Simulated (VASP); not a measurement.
Energy against volume of GaN (zinc blende). These are PBE GGA with D3 dispersion (zero damping), VASP's PBE PAW potentials (set 64) (plane waves; VASP) values and carry that method's errors. Numerical set-up: 520 eV cut-off, 10×10×10 Γ-centred mesh, Gaussian smearing of 0.050 eV, potentials Ga_d N.

```csv
V (Å³/atom),E (eV/atom)
10.876,-6.22097
11.223,-6.24094
11.570,-6.24722
11.918,-6.24191
```

Question: Fit these four points and predict the energy of the run at 12.265 Å³/atom.

Answer: A cubic in V^(−2/3), the third-order Birch-Murnaghan form, passes through the four points with V0 = 11.58 Å³/atom and B0 = 177 GPa, and gives -6.2269 eV/atom there. The run gave -6.2268 eV/atom, +0.1 meV/atom from the fit; all five points give B0 = 178 GPa.

The compound is GaN in the zinc blende structure, a metastable form; wurtzite is the usual one. It was relaxed first.
